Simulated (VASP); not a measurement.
An input for Quantum ESPRESSO's pw.x (written as the equivalent of a VASP run, and not itself run):

```
&CONTROL
  calculation = 'vc-relax'
  pseudo_dir = './pseudo'
  outdir = './out'
  tprnfor = .true.
  tstress = .true.
  nstep = 60
  forc_conv_thr = 0.00039
/
&SYSTEM
  ibrav = 0
  nat = 2
  ntyp = 2
  ecutwfc = 66
  occupations = 'smearing'
  smearing = 'methfessel-paxton'
  degauss = 0.00735
  input_dft = 'pbesol'
/
&ELECTRONS
  conv_thr = 7.3e-08
  electron_maxstep = 100
/
&IONS
/
&CELL
/
ATOMIC_SPECIES
  Zr 91.224 Zr.upf
  Si 28.085 Si.upf
CELL_PARAMETERS angstrom
     3.2676860    0.0000000    0.0000000
     0.0000000    3.2676860    0.0000000
     0.0000000    0.0000000    3.2676860
ATOMIC_POSITIONS crystal
  Zr   0.0000000  0.0000000  0.0000000
  Si   0.5000000  0.5000000  0.5000000
K_POINTS automatic
  10 10 10 0 0 0
```

Translate this input to VASP (INCAR, KPOINTS, POSCAR, choice of POTCAR).

One answer among several that fit: 
### KPOINTS
```
Automatic mesh
0
Gamma
10 10 10
0 0 0
```

### INCAR
```
SYSTEM = ZrSi
PREC = Accurate; ENCUT = 400; LREAL = .FALSE.
LASPH = .TRUE.
EDIFF = 1E-6; NELM = 100; ALGO = Normal
LMAXMIX = 4
ISMEAR = 1; SIGMA = 0.1
GGA = PS
IBRION = 2; NSW = 60; ISIF = 3
EDIFFG = -0.01
LWAVE = .FALSE.; LCHARG = .FALSE.
```

### POSCAR
```
ZrSi
1
    3.2676860000     0.0000000000     0.0000000000
    0.0000000000     3.2676860000     0.0000000000
    0.0000000000     0.0000000000     3.2676860000
Zr Si
1 1
Direct
  0.0000000000   0.0000000000   0.0000000000
  0.5000000000   0.5000000000   0.5000000000
```

POTCAR, in this order: Zr_sv Si (PBE.64 set). Program: vasp_std.

The two are equivalent in intent, not identical: the potentials are each code's own (VASP's PAW set, PseudoDojo norm-conserving files in pw.x), so ENCUT and ecutwfc are chosen apart and not converted; conv_thr bounds pw.x's estimated SCF error, while EDIFF bounds the energy change between steps; forc_conv_thr acts on force components and is met together with etot_conv_thr.

The structure was generated: ZrSi was put into the CsCl type (Pm-3m), which need not be its known phase. This run relaxes it. Symmetry was kept, so distortions that lower it aren't found.
